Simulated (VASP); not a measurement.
# Si3As (P6/mmm) in VASP: reference runs

Aim: a first look at Si3As with PBE, on the cell as given.

Program: VASP 6.6.1. These are calculated values, not measurements. Logs are shortened: lines on timing, memory, paths and dates and some standing lists are left out, and cuts for length are marked.

## (1) The structure

It takes space group P6/mmm (No. 191, hexagonal). The conventional cell has a = 4.617 Å, b = 4.617 Å, c = 4.890 Å, α = 90.00°, β = 90.00°, γ = 120.00°. Si (site symmetry 6/mmm) has 2 As at 2.45 Å as nearest neighbours. Si (site symmetry -6m2) is surrounded by 3 As at 2.67 Å and 3 Si at 2.67 Å. Around As (site symmetry 6/mmm) lie 8 Si at 2.45 to 2.67 Å.

The cell was built by a generator and needn't be a form met in nature.

## (2) Single point, PBE

The input, INCAR:

```
SYSTEM = Si3As
PREC = Accurate ; ENCUT = 520
EDIFF = 1E-7 ; ISMEAR = -1
SIGMA = 0.05 ; LREAL = .FALSE.
LASPH = .TRUE. ; NELM = 80
ALGO = Normal ; ISIF = 2
LWAVE = .FALSE. ; LCHARG = .FALSE.
GGA = PE ; NBANDS = 16
```

The input, KPOINTS:

```
regular mesh
0
G
  7 7 6
  0 0 0
```

The input, POSCAR:

```
Si3As
1.0
    4.6170800000      0.0000000000      0.0000000000
   -2.3085400000      3.9985100000      0.0000000000
    0.0000000000      0.0000000000      4.8901900000
Si As
3 1
Direct
    0.0000000000      0.0000000000      0.5000000000
    0.3333300000      0.6666700000      0.0000000000
    0.6666700000      0.3333300000      0.0000000000
    0.0000000000      0.0000000000      0.0000000000
```

Potentials or basis: VASP PAW PBE potentials, release 64 (Si, As).

On the command line:

```sh
$ cat potpaw_PBE.64/Si/POTCAR potpaw_PBE.64/As/POTCAR > POTCAR
$ mpirun -np 1 vasp_std > vasp.out
```

OUTCAR:

```text
SYSTEM = Si3As
   PREC = Accurate
   ENCUT = 520
   EDIFF = 1E-7
   ISMEAR = -1
   LREAL = .FALSE.
   LASPH = .TRUE.
   NELM = 80
   ISIF = 2
   GGA = PE

 ion  position               nearest neighbor table
   1  0.000  0.000  0.500-   4 2.45   4 2.45
   2  0.333  0.667  0.000-   4 2.67   3 2.67   3 2.67   4 2.67   4 2.67   3 2.67
   3  0.667  0.333  0.000-   4 2.67   2 2.67   2 2.67   4 2.67   4 2.67   2 2.67
   4  0.000  0.000  0.000-   1 2.45   1 2.45   3 2.67   2 2.67   3 2.67   2 2.67   3 2.67   2 2.67

  LATTYP: Found a hexagonal cell.
 ALAT       =     4.6170800000
 C/A-ratio  =     1.0591521048

  Lattice vectors:

 A1 = (   4.6170800000,   0.0000000000,   0.0000000000)
 A2 = (  -2.3085400000,   3.9985100000,   0.0000000000)
 A3 = (   0.0000000000,   0.0000000000,   4.8901900000)

Analysis of symmetry for initial positions (statically):
=====================================================================
 Subroutine PRICEL returns:
 Original cell was already a primitive cell.

 Routine SETGRP: Setting up the symmetry group for a
 hexagonal supercell.

 Subroutine GETGRP returns: Found  8 space group operations
 (whereof  8 operations were pure point group operations)
 out of a pool of 24 trial point group operations.

The static configuration has the point symmetry D_2h.

Analysis of symmetry for dynamics (positions and initial velocities):
=====================================================================
 Subroutine PRICEL returns:
 Original cell was already a primitive cell.

 Routine SETGRP: Setting up the symmetry group for a
 hexagonal supercell.

 Subroutine GETGRP returns: Found  8 space group operations
 (whereof  8 operations were pure point group operations)
 out of a pool of 24 trial point group operations.

The dynamic configuration has the point symmetry D_2h.

 Subroutine INISYM returns: Found  8 space group operations
 (whereof  8 operations are pure point group operations),
 and found     1 'primitive' translations

----------------------------------------------------------------------------------------

                                     Primitive cell

  volume of cell :      90.2800

  direct lattice vectors                    reciprocal lattice vectors
     4.617080000  0.000000000  0.000000000     0.216587107  0.125046580  0.000000000
    -2.308540000  3.998510000  0.000000000     0.000000000  0.250093160  0.000000000
     0.000000000  0.000000000  4.890190000     0.000000000  0.000000000  0.204491032

  length of vectors
     4.617080000  4.617081237  4.890190000     0.250093227  0.250093160  0.204491032

  position of ions in fractional coordinates (direct lattice)
     0.000000000  0.000000000  0.500000000
     0.333330000  0.666670000  0.000000000
     0.666670000  0.333330000  0.000000000
     0.000000000  0.000000000  0.000000000

  ion indices of the primitive-cell ions
   primitive index   ion index
                 1           1
                 2           2
                 3           3
                 4           4

----------------------------------------------------------------------------------------

 KPOINTS: regular mesh

Automatic generation of k-mesh.
 Grid dimensions read from file:
 generate k-points for:    7    7    6

 Generating k-lattice:

  Cartesian coordinates                     Fractional coordinates (reciprocal lattice)
     0.030941015  0.017863797  0.000000000     0.142857143  0.000000000  0.000000000
     0.000000000  0.035727594  0.000000000     0.000000000  0.142857143  0.000000000
     0.000000000  0.000000000  0.034081839     0.000000000  0.000000000  0.166666667

  Length of vectors
     0.035727604  0.035727594  0.034081839

  Shift w.r.t. Gamma in fractional coordinates (k-lattice)
     0.000000000  0.000000000  0.000000000

 Subroutine IBZKPT returns following result:
 ===========================================

 Found     64 irreducible k-points:

 Following reciprocal coordinates:
            Coordinates               Weight
  0.000000  0.000000  0.000000      1.000000
  0.142857  0.000000  0.000000      4.000000
 -0.142857  0.142857  0.000000      2.000000
  0.285714  0.000000  0.000000      4.000000
 -0.285714  0.285714  0.000000      2.000000
  0.428571  0.000000  0.000000      4.000000
[... 16 lines left out ...]
 -0.428571  0.428571  0.166667      4.000000
  0.142857  0.142857  0.166667      4.000000
 [... further k-points ...]
   k-points           NKPTS =     64   k-points in BZ     NKDIM =     64   number of bands    NBANDS=     16
   number of dos      NEDOS =    301   number of ions     NIONS =      4
   total plane-waves  NPLWV =  46656
   dimension x,y,z NGX =    36 NGY =   36 NGZ =   36
   dimension x,y,z NGXF=    72 NGYF=   72 NGZF=   72
   ions per type =               3   1
   NGX,Y,Z   is equivalent  to a cutoff of  12.96, 12.96, 12.24 a.u.
   NGXF,Y,Z  is equivalent  to a cutoff of  25.92, 25.92, 24.48 a.u.
 SYSTEM =  Si3As
   PREC   = accura    normal or accurate (medium, high low for compatibility)
   ISTART =      0    job   : 0-new  1-cont  2-samecut
   ICHARG =      2    charge: 1-file 2-atom 10-const
   ISPIN  =      1    spin polarized calculation?
   LNONCOLLINEAR =      F non collinear calculations
   LSORBIT =      F    spin-orbit coupling
   LASPH  =      T    aspherical Exc in radial PAW
   ENCUT  =  520.0 eV  38.22 Ry    6.18 a.u.   8.58  8.58  9.09*2*pi/ulx,y,z
   NELM   =     80;   NELMIN=  2; NELMDL= -5     # of ELM steps
   EDIFF  = 0.1E-06   stopping-criterion for ELM
   LREAL  =      F    real-space projection
   EDIFFG = 0.1E-05   stopping-criterion for IOM
   NSW    =      0    number of steps for IOM
   IBRION =     -1    ionic relax: 0-MD 1-quasi-New 2-CG
   NFREE  =      0    steps in history (QN), initial steepest desc. (CG)
   ISIF   =      2    stress and relaxation
   ISYM   =      2    0-nonsym 1-usesym 2-fastsym
   POTIM  = 0.5000    time-step for ionic-motion
   TEBEG  =    0.0;   TEEND  =   0.0 temperature during run
   PSTRESS=    0.0 pullay stress
   NELECT =      17.0000    total number of electrons
   NUPDOWN=      -1.0000    fix difference up-down
   EMIN   =  10.00;   EMAX   =-10.00  energy-range for DOS
   EFERMI =   0.00;   METHOD = LEGACY
   ISMEAR =    -1;   SIGMA  =   0.05  broadening in eV -4-tet -1-fermi 0-gaus
   EFERMI_NEDOS =   21; number of points for ismear=-14 and -15
   IALGO  =     38    algorithm
   IMIX   =      4    mixing-type and parameters
     AMIX     =   0.40;   BMIX     =  1.00
     AMIX_MAG =   1.60;   BMIX_MAG =  1.00
  volume/ion in A,a.u.               =      22.57       152.31
  Fermi-wavevector in a.u.,A,eV,Ry     =   0.938341  1.773207 11.979710  0.880484
  Thomas-Fermi vector in A             =   2.065543
   LORBIT       =      0    0 simple, 1 ext, 2 COOP (PROOUT), +10 PAW based schemes
   GGA     = PE    functional components
   LHFCALC =     F    Hartree Fock is set to
   AEXX    =    0.0000 exact exchange contribution
   IVDW    =     0    specifies the selected vdW correction
   LEPSILON=     F    determine dielectric tensor
   LRPA    =     F    only Hartree local field effects (RPA)
 non-spin polarized calculation
  energy-cutoff  :      520.00
  volume of cell :       90.28
 maximum number of plane-waves:      2485
   NGX = 17   NGY = 17   NGZ = 19

 number of electron      17.0000002 magnetization

 Free energy of the ion-electron system (eV)
  ---------------------------------------------------
  ext. energy  EPLUGINS =         0.00000000
  ---------------------------------------------------
  free energy    TOTEN  =       -16.57805950 eV

  energy without entropy =      -16.55660127  energy(sigma->0) =      -16.56733038

 E-fermi :   4.9643     XC(G=0):  -9.2628

 val. band max:        4.9392215341   @ k =  -0.2857   0.2857   0.5000
 cond. band min:       4.9752628964   @ k =  -0.2857  -0.4286   0.0000
 fundamental gap:      0.0360413624
 Fermi energy:         4.9643005901

 k-point     1 :       0.0000    0.0000    0.0000
  band No.  band energies     occupation
      1      -8.8980      2.00000
      2      -1.7715      2.00000
      3      -0.7336      2.00000
      4      -0.1091      2.00000
      5       0.6175      2.00000
      6       0.6177      2.00000
[... 8 lines left out ...]
     15      10.5879      0.00000
     16      10.5881      0.00000

 k-point     2 :       0.1429    0.0000    0.0000
  band No.  band energies     occupation
      1      -8.7593      2.00000
      2      -2.4228      2.00000
      3      -0.6300      2.00000
      4      -0.4860      2.00000
      5       0.1015      2.00000
      6       0.3781      2.00000
[... 8 lines left out ...]
     15      10.7658      0.00000
     16      10.9625      0.00000

 k-point     3 :      -0.1429    0.1429    0.0000
  band No.  band energies     occupation
      1      -8.7593      2.00000
      2      -2.4229      2.00000
      3      -0.6300      2.00000
      4      -0.4860      2.00000
      5       0.1016      2.00000
      6       0.3782      2.00000
[... 8 lines left out ...]
     15      10.7658      0.00000
     16      10.9625      0.00000

 k-point     4 :       0.2857    0.0000    0.0000
  band No.  band energies     occupation
      1      -8.3830      2.00000
      2      -3.6977      2.00000
      3      -0.8751      2.00000
      4      -0.5218      2.00000
      5      -0.3645      2.00000
      6      -0.0781      2.00000
[... 8 lines left out ...]
     15      10.6809      0.00000
     16      11.1979      0.00000
[... 324 lines left out ...]
 k-point    22 :       0.4286    0.0000    0.1667
  band No.  band energies     occupation
      1      -7.8898      2.00000
      2      -4.6310      2.00000
      3      -1.8390      2.00000
      4      -1.0110      2.00000
      5      -0.8118      2.00000
      6       1.9252      2.00000
[... 8 lines left out ...]
     15      10.0166      0.00000
     16      10.1251      0.00000

 k-point    23 :      -0.4286    0.4286    0.1667
  band No.  band energies     occupation
      1      -7.8897      2.00000
      2      -4.6312      2.00000
      3      -1.8390      2.00000
      4      -1.0109      2.00000
      5      -0.8117      2.00000
      6       1.9252      2.00000
[... 8 lines left out ...]
     15      10.0166      0.00000
     16      10.1251      0.00000

 k-point    24 :       0.1429    0.1429    0.1667
  band No.  band energies     occupation
      1      -8.4336      2.00000
      2      -3.2299      2.00000
      3      -1.9900      2.00000
      4      -1.3951      2.00000
      5       1.2376      2.00000
      6       1.7417      2.00000
[... 8 lines left out ...]
     15      10.9836      0.00000
     16      11.0897      0.00000

 [... further k-points ...]

------------------------ aborting loop because EDIFF is reached ----------------------------------------

  FORCE on cell =-STRESS in cart. coord.  units (eV):
  Direction    XX          YY          ZZ          XY          YZ          ZX
  --------------------------------------------------------------------------------------
  -------------------------------------------------------------------------------------
  Total       -0.5946028     -0.5949127      1.9319023     -0.0002680      0.0000000      0.0000000
  in kB      -10.5522780    -10.5577775     34.2850211     -0.0047562      0.0000000      0.0000000
  external PRESSURE =       4.3916552 kB  Pullay stress =       0.0000000 kB

 VOLUME and BASIS-vectors are now :
 -----------------------------------------------------------------------------
  energy-cutoff  :      520.00
  volume of cell :       90.28
      direct lattice vectors                 reciprocal lattice vectors
     4.617080000  0.000000000  0.000000000     0.216587107  0.125046580  0.000000000
    -2.308540000  3.998510000  0.000000000     0.000000000  0.250093160  0.000000000
     0.000000000  0.000000000  4.890190000     0.000000000  0.000000000  0.204491032

 POSITION                                       TOTAL-FORCE (eV/Angst)
 -----------------------------------------------------------------------------------
      0.00000      0.00000      2.44509         0.000000      0.000000     -0.000000
     -0.00002      2.66569      0.00000         0.000060     -0.000035      0.000000
      2.30856      1.33282      0.00000        -0.000060      0.000035     -0.000000
      0.00000      0.00000      0.00000         0.000000      0.000000     -0.000000
 -----------------------------------------------------------------------------------
    total drift:                               -0.000000      0.000000      0.000000

  FREE ENERGIE OF THE ION-ELECTRON SYSTEM (eV)
  ---------------------------------------------------
  free  energy   TOTEN  =       -16.5780594956 eV

  energy  without entropy=      -16.5566012672  energy(sigma->0) =      -16.56733038
```

Run time: 54 s. Hardware: 1 thread of Intel Xeon Platinum 8488C (Sapphire Rapids), shared host; peak memory 0.25 GiB.

What came out:

```yaml
Free_energy: -16.5781 eV
Pressure: 0.4 GPa
Band_gap_on_the_k_mesh: none (metal or under the smearing width)
```

Stress tensor (GPa, compression positive):
```
-1.06  0.00  0.00
 0.00 -1.06  0.00
 0.00  0.00  3.43
```
